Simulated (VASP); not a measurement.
Input:

```yaml
crystal:
  lattice:
    - [2.44945, 0.00000, 0.00000]
    - [-1.22473, 2.12129, 0.00000]
    - [0.00000, 0.00000, 3.99160]
  atoms:
    - { symbol: Mn, position: [0.66667, 0.33333, 0.75000] }
    - { symbol: Mn, position: [0.33333, 0.66667, 0.25000] }
```

All values below come from r2SCAN meta-GGA, VASP's PBE PAW potentials (set 64) (plane waves; VASP). Run with 400 eV cut-off, 15×15×8 Γ-centred mesh, first-order Methfessel-Paxton smearing of 0.10 eV, potentials Mn_pv.

Question: Predict the energy per atom (σ→0), band gap (on the k-mesh) with the smallest direct gap where there is one.

Answer: 
```json
{
 "band gap (on the k-mesh)": "none (metal, semimetal or under 0.01 eV)",
 "energy per atom (σ→0)": "-14.268 eV/atom"
}
```

Only differences to runs with the same potentials and settings are physical.

The structure comes from a computed database's Mn entry (P6_3/mmc); how it stands against other phases isn't given here. It was relaxed first. The start is the result of an earlier pass. The run is not spin-polarised, so no magnetic state was tried.
